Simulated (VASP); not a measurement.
# NiSb (Breithauptite): structure and properties in VASP, part 7 of 13

Aim: relax NiSb (Breithauptite), then compute properties on the relaxed cell. The start is a cell from a database of measured crystal structures.

VASP 6.6.1, plane waves and PAW; the level of theory is named at each step.

Still holding for the runs below: This run allows spin, but its moments start at zero, where symmetry between the spins tends to hold them, which is where the search above led. The k-mesh is coarse for a metal. A U on the itinerant d states of such a compound is hard to justify; it moves the bands at the Fermi level.

So far. Step 7 (The orders side by side): All patterns lost their moments. Runs that ended non-magnetic differ by up to 5.2 meV an atom among themselves, which can come from the unlike meshes of the cells or from a run that isn't fully settled. The session goes on with moments started at or near zero. Step 8 (Relaxing cell and atoms (LDA + U)): It ends with forces that vanish by symmetry and a pressure of -0.02 GPa.

### Step 9. Second relaxation

Level of this step: LDA, DFT+U (Ni d 4 eV), zero-moment start; plane waves and PAW (Ni, Sb) (VASP).

A relaxation keeps the plane waves of the cell it began with, so it is repeated from the new cell, on a basis made for it.

Contents of INCAR:

```
SYSTEM = NiSb
PREC = Accurate
ENCUT = 400
EDIFF = 1E-06
NELM = 100
ISMEAR = 0
SIGMA = 0.05
LREAL = .FALSE.
ALGO = Normal
GGA = CA
NBANDS = 23
ISPIN = 2
MAGMOM = 0 0 -0 -0
LDAU = .TRUE.
LDAUTYPE = 2
LDAUL = 2 -1
LDAUU = 4 0
LDAUJ = 0 0
LDAUPRINT = 1
LASPH = .TRUE.
LMAXMIX = 4
LORBIT = 11
LWAVE = .FALSE.
LCHARG = .FALSE.
KPAR = 8
IBRION = 2
NSW = 60
ISIF = 3
EDIFFG = -0.01
```

Contents of POSCAR:

```
NiSb
1.0
    3.8294193998      0.0000000000      0.0000000000
   -1.9147096999      3.3163744819      0.0000000000
    0.0000000000      0.0000000000      4.9988568290
Ni Sb
2 2
Direct
    0.0000000000      0.0000000000      0.0000000000
    0.0000000000      0.0000000000      0.5000000000
    0.3333333333      0.6666666667      0.2500000000
    0.6666666667      0.3333333333      0.7500000000
```

Contents of KPOINTS:

```
Automatic mesh
0
Gamma
7 7 5
0 0 0
```

Potentials, in the order of the species: Ni and Sb (LDA family, release 64).

Launch:

```sh
$ mpirun -np 8 vasp_std
```

The program printed:

```text
[... set-up lines as in an earlier step ...]
 entering main loop
       N       E                     dE             d eps       ncg     rms          rms(c)
DAV:   1     0.159404195848E+03    0.15940E+03   -0.10544E+04  2216   0.113E+03
DAV:   2    -0.116306342619E+02   -0.17103E+03   -0.16362E+03  2341   0.261E+02
DAV:   3    -0.200686214099E+02   -0.84380E+01   -0.83443E+01  2733   0.752E+01
DAV:   4    -0.202223277578E+02   -0.15371E+00   -0.15365E+00  2475   0.100E+01
DAV:   5    -0.202272240880E+02   -0.48963E-02   -0.48962E-02  2762   0.177E+00    0.112E+01
DAV:   6    -0.201667195194E+02    0.60505E-01   -0.48304E+00  2467   0.404E+01    0.674E+00
DAV:   7    -0.196638659025E+02    0.50285E+00   -0.26729E+00  2621   0.334E+01    0.492E+00
DAV:   8    -0.195507001862E+02    0.11317E+00   -0.53686E-01  2851   0.960E+00    0.522E-01
DAV:   9    -0.195494067532E+02    0.12934E-02   -0.19231E-02  2784   0.116E+00    0.296E-01
DAV:  10    -0.195490448027E+02    0.36195E-03   -0.38975E-03  2393   0.564E-01    0.107E-01
DAV:  11    -0.195490655497E+02   -0.20747E-04   -0.63735E-04  3030   0.287E-01    0.479E-02
DAV:  12    -0.195490768626E+02   -0.11313E-04   -0.52865E-05  2412   0.594E-02    0.419E-02
DAV:  13    -0.195490733922E+02    0.34704E-05   -0.81703E-06  2656   0.224E-02    0.153E-02
DAV:  14    -0.195490720461E+02    0.13461E-05   -0.28397E-06  2282   0.231E-02    0.358E-03
DAV:  15    -0.195490720346E+02    0.11475E-07   -0.10719E-06  1428   0.108E-02
   1 F= -.19549072E+02 E0= -.19548067E+02  d E =-.195491E+02  mag=    -0.0000
 curvature:   0.00 expect dE= 0.000E+00 dE for cont linesearch  0.000E+00
 trial: gam= 0.00000 g(F)=  0.580E-49 g(S)=  0.279E-03 ort = 0.000E+00 (trialstep = 0.100E+01)
 search vector abs. value=  0.279E-03
 bond charge predicted
       N       E                     dE             d eps       ncg     rms          rms(c)
DAV:   1    -0.195540631768E+02   -0.49911E-02   -0.49668E-02  2481   0.350E+00    0.653E-01
DAV:   2    -0.195589101290E+02   -0.48470E-02   -0.76443E-02  2558   0.540E+00    0.779E-01
DAV:   3    -0.195491937848E+02    0.97163E-02   -0.31089E-02  2579   0.353E+00    0.114E-01
DAV:   4    -0.195490248983E+02    0.16889E-03   -0.69233E-04  2390   0.212E-01    0.307E-02
DAV:   5    -0.195490126612E+02    0.12237E-04   -0.34124E-05  3086   0.952E-02    0.822E-03
DAV:   6    -0.195490128969E+02   -0.23565E-06   -0.71364E-06  2874   0.196E-02
   2 F= -.19549013E+02 E0= -.19548017E+02  d E =0.591378E-04  mag=     0.0000
 trial-energy change:    0.000059  1 .order    0.000067   -0.000279    0.000412
 step:   0.4194(harm=  0.4038)  dis= 0.00000  next Energy=   -19.549131 (dE=-0.591E-04)
 bond charge predicted
       N       E                     dE             d eps       ncg     rms          rms(c)
DAV:   1    -0.195508393320E+02   -0.18267E-02   -0.16719E-02  2460   0.203E+00    0.382E-01
DAV:   2    -0.195525700262E+02   -0.17307E-02   -0.26497E-02  2558   0.318E+00    0.458E-01
DAV:   3    -0.195491766761E+02    0.33934E-02   -0.10615E-02  2572   0.206E+00    0.653E-02
DAV:   4    -0.195491237162E+02    0.52960E-04   -0.23616E-04  2369   0.117E-01    0.175E-02
DAV:   5    -0.195491190028E+02    0.47134E-05   -0.12934E-05  2948   0.598E-02    0.434E-03
DAV:   6    -0.195491191409E+02   -0.13817E-06   -0.24497E-06  1823   0.115E-02
   3 F= -.19549119E+02 E0= -.19548118E+02  d E =-.471063E-04  mag=     0.0000
 curvature:  -0.20 expect dE=-0.718E-06 dE for cont linesearch -0.709E-06
 trial: gam=-0.09945 g(F)=  0.271E-50 g(S)=  0.356E-05 ort = 0.313E-04 (trialstep = 0.884E+00)
 search vector abs. value=  0.902E-07
 reached required accuracy - stopping structural energy minimisation
```

Wall time 12 s (8 MPI ranks of AMD EPYC 9R45, shared host); peak memory 1.5 GiB.

Parts of OUTCAR (step 9):

```text
   ENCUT  =  400.0 eV  29.40 Ry    5.42 a.u.   6.24  6.24  8.15*2*pi/ulx,y,z

   NELECT =      30.0000    total number of electrons

atom =   1  type =  1  l = 2

 onsite density matrix

spin component  1

  0.8755  0.0000  0.0000  0.0447  0.0000
  0.0000  0.8699 -0.0000 -0.0000  0.0447
  0.0000 -0.0000  0.8929  0.0000 -0.0000
  0.0447 -0.0000  0.0000  0.8699  0.0000
  0.0000  0.0447 -0.0000  0.0000  0.8755

spin component  2

 occupancies and eigenvectors

  o =  0.8279  v =  0.0000  0.7292 -0.0000  0.0000 -0.6844  0.0000  0.0000  0.0000  0.0000  0.0000      0.0000  0.0000  0.0000  0.0000  0.0000  0.0000  0.0000  0.0000  0.0000  0.0000
  o =  0.8279  v = -0.6844  0.0000  0.0000  0.7292  0.0000  0.0000  0.0000  0.0000  0.0000  0.0000      0.0000  0.0000  0.0000  0.0000  0.0000  0.0000  0.0000  0.0000  0.0000  0.0000
  o =  0.8279  v =  0.0000  0.0000  0.0000  0.0000  0.0000  0.0000  0.7292 -0.0000  0.0000 -0.6844      0.0000  0.0000  0.0000  0.0000  0.0000  0.0000  0.0000  0.0000  0.0000  0.0000
  o =  0.8279  v =  0.0000  0.0000  0.0000  0.0000  0.0000 -0.6844  0.0000  0.0000  0.7292  0.0000      0.0000  0.0000  0.0000  0.0000  0.0000  0.0000  0.0000  0.0000  0.0000  0.0000
  o =  0.8929  v =  0.0000  0.0000  0.0000  0.0000  0.0000  0.0000 -0.0000 -1.0000  0.0000 -0.0000      0.0000  0.0000  0.0000  0.0000  0.0000  0.0000  0.0000  0.0000  0.0000  0.0000
  o =  0.8929  v =  0.0000 -0.0000 -1.0000  0.0000 -0.0000  0.0000  0.0000  0.0000  0.0000  0.0000      0.0000  0.0000  0.0000  0.0000  0.0000  0.0000  0.0000  0.0000  0.0000  0.0000
  o =  0.9175  v =  0.0000  0.0000  0.0000  0.0000  0.0000  0.0000  0.6844 -0.0000 -0.0000  0.7292      0.0000  0.0000  0.0000  0.0000  0.0000  0.0000  0.0000  0.0000  0.0000  0.0000
  o =  0.9175  v =  0.0000  0.0000  0.0000  0.0000  0.0000 -0.7292  0.0000 -0.0000 -0.6844 -0.0000      0.0000  0.0000  0.0000  0.0000  0.0000  0.0000  0.0000  0.0000  0.0000  0.0000
  o =  0.9175  v =  0.0000  0.6844 -0.0000 -0.0000  0.7292  0.0000  0.0000  0.0000  0.0000  0.0000      0.0000  0.0000  0.0000  0.0000  0.0000  0.0000  0.0000  0.0000  0.0000  0.0000
  o =  0.9175  v = -0.7292  0.0000 -0.0000 -0.6844 -0.0000  0.0000  0.0000  0.0000  0.0000  0.0000      0.0000  0.0000  0.0000  0.0000  0.0000  0.0000  0.0000  0.0000  0.0000  0.0000

atom =   2  type =  1  l = 2

 onsite density matrix

spin component  1

  0.8755 -0.0000  0.0000 -0.0447  0.0000
 -0.0000  0.8699  0.0000 -0.0000 -0.0447
  0.0000  0.0000  0.8929 -0.0000 -0.0000
 -0.0447 -0.0000 -0.0000  0.8699 -0.0000
  0.0000 -0.0447 -0.0000 -0.0000  0.8755

spin component  2

 occupancies and eigenvectors

  o =  0.8279  v = -0.0000 -0.7292 -0.0000 -0.0000 -0.6844  0.0000  0.0000  0.0000  0.0000  0.0000      0.0000  0.0000  0.0000  0.0000  0.0000  0.0000  0.0000  0.0000  0.0000  0.0000
  o =  0.8279  v = -0.6844  0.0000  0.0000 -0.7292  0.0000  0.0000  0.0000  0.0000  0.0000  0.0000      0.0000  0.0000  0.0000  0.0000  0.0000  0.0000  0.0000  0.0000  0.0000  0.0000
  o =  0.8279  v =  0.0000  0.0000  0.0000  0.0000  0.0000  0.0000 -0.7292 -0.0000 -0.0000 -0.6844      0.0000  0.0000  0.0000  0.0000  0.0000  0.0000  0.0000  0.0000  0.0000  0.0000
  o =  0.8279  v =  0.0000  0.0000  0.0000  0.0000  0.0000  0.6844  0.0000 -0.0000  0.7292 -0.0000      0.0000  0.0000  0.0000  0.0000  0.0000  0.0000  0.0000  0.0000  0.0000  0.0000
  o =  0.8929  v =  0.0000  0.0000  0.0000  0.0000  0.0000  0.0000 -0.0000  1.0000  0.0000  0.0000      0.0000  0.0000  0.0000  0.0000  0.0000  0.0000  0.0000  0.0000  0.0000  0.0000
  o =  0.8929  v = -0.0000 -0.0000  1.0000  0.0000  0.0000  0.0000  0.0000  0.0000  0.0000  0.0000      0.0000  0.0000  0.0000  0.0000  0.0000  0.0000  0.0000  0.0000  0.0000  0.0000
  o =  0.9175  v =  0.0000  0.0000  0.0000  0.0000  0.0000  0.0000 -0.6844 -0.0000  0.0000  0.7292      0.0000  0.0000  0.0000  0.0000  0.0000  0.0000  0.0000  0.0000  0.0000  0.0000
  o =  0.9175  v =  0.0000  0.0000  0.0000  0.0000  0.0000 -0.7292  0.0000 -0.0000  0.6844 -0.0000      0.0000  0.0000  0.0000  0.0000  0.0000  0.0000  0.0000  0.0000  0.0000  0.0000
  o =  0.9175  v =  0.0000 -0.6844 -0.0000 -0.0000  0.7292  0.0000  0.0000  0.0000  0.0000  0.0000      0.0000  0.0000  0.0000  0.0000  0.0000  0.0000  0.0000  0.0000  0.0000  0.0000
  o =  0.9175  v =  0.7292  0.0000  0.0000 -0.6844 -0.0000  0.0000  0.0000  0.0000  0.0000  0.0000      0.0000  0.0000  0.0000  0.0000  0.0000  0.0000  0.0000  0.0000  0.0000  0.0000

 E-fermi :  10.8415

 spin component 1
 k-point     1 :       0.0000    0.0000    0.0000
  band No.  band energies     occupation
    ...
      9       7.9956      1.00000
     10       7.9956      1.00000
     11       8.8729      1.00000
     12       8.8729      1.00000
     13      10.4051      1.00000
     14      11.7499      0.00000
     15      11.7499      0.00000
     16      13.4828      0.00000
     17      13.4828      0.00000
     18      14.2655      0.00000
    ...

 k-point     2 :       0.1429    0.0000    0.0000
  band No.  band energies     occupation
    ...
     11       8.8453      1.00000
     12       8.8733      1.00000
     13      10.0242      1.00000
     14      10.3137      1.00000
     15      10.7850      0.94510
     16      12.6666      0.00000
     17      14.2974      0.00000
     18      14.7654      0.00000
     19      15.8044      0.00000
     20      16.8889      0.00000
    ...

  Total       -0.0090792     -0.0090792     -0.0114094      0.0000000      0.0000000      0.0000000
  in kB       -0.2294407     -0.2294407     -0.2883258      0.0000000      0.0000000      0.0000000
  external PRESSURE =      -0.2490691 kB  Pullay stress =       0.0000000 kB

 POSITION                                       TOTAL-FORCE (eV/Angst)
 -----------------------------------------------------------------------------------
     -0.00000      0.00000      4.99664         0.000000      0.000000     -0.000000
     -1.91386      3.31490      2.49832         0.000000      0.000000     -0.000000
     -0.00000      2.20993      1.24916         0.000000     -0.000000     -0.000000
      1.91386      1.10497      3.74748        -0.000000      0.000000      0.000000
 -----------------------------------------------------------------------------------
    total drift:                               -0.000000      0.000000      0.000000

  FREE ENERGIE OF THE ION-ELECTRON SYSTEM (eV)
  ---------------------------------------------------
  free  energy   TOTEN  =       -19.5491191409 eV

  energy  without entropy=      -19.5471163847  energy(sigma->0) =      -19.54811776

 magnetization (x)
# of ion       s       p       d       tot
------------------------------------------
    1        0.000   0.000   0.000   0.000
    2        0.000   0.000   0.000   0.000
    3       -0.000  -0.000  -0.000  -0.000
    4       -0.000  -0.000  -0.000  -0.000
--------------------------------------------------
tot          0.000  -0.000   0.000  -0.000

[... 5 parts as in an earlier step ...]

[... 12 further parts left out ...]
```

CONTCAR:

```
NiSb
   1.00000000000000
     3.8277166358943955   -0.0000000000000000    0.0000000000000000
    -1.9138583179471977    3.3148998451011953   -0.0000000000000000
    -0.0000000000000000    0.0000000000000000    4.9966405976490345
  Ni              Sb
     2     2
Direct
     0.0000000000000000    0.0000000000000000    1.0000000000000000
     0.0000000000000000    1.0000000000000000    0.5000000000000000
     0.3333333332999970    0.6666666667000030    0.2500000000000000
     0.6666666667000030    0.3333333332999970    0.7500000000000000
```

Little changed from the start: no atom moved by 0.005 Å and no cell edge by 0.1 %.

Numbers from this step:

| Quantity | Value |
| --- | --- |
| free energy (TOTEN) | -19.55 eV |
| energy at zero smearing | -19.55 eV |
| Fermi energy | 10.84 eV |
| pressure | -0.02491 GPa |
| SCF cycles over all ionic steps | 27 |

It ends with forces that vanish by symmetry and a pressure of -0.02 GPa. The volume moved by only 0.13 %, so the volume is settled.

(Part 7 of 13 ends here.)

[Lines on the potential files, build, host, timing and source positions are cut from VASP's logs without a mark.]

[Logs are printed without paths, hosts, clocks, repeated set-up lines and the standing remarks that a program may print on its own settings, such as how far it seeks lower states.]

[Hosts, paths, dates, database ids (printed as entryN), source tags and the programs' standing remarks are cut or masked in the printed files.]

[A measured line is paired with the nearest computed mode of its activity, which favours agreement.]

[In band tables of VASP the shares of atoms and orbitals are scaled to a sum of 1 inside the atoms' spheres.]
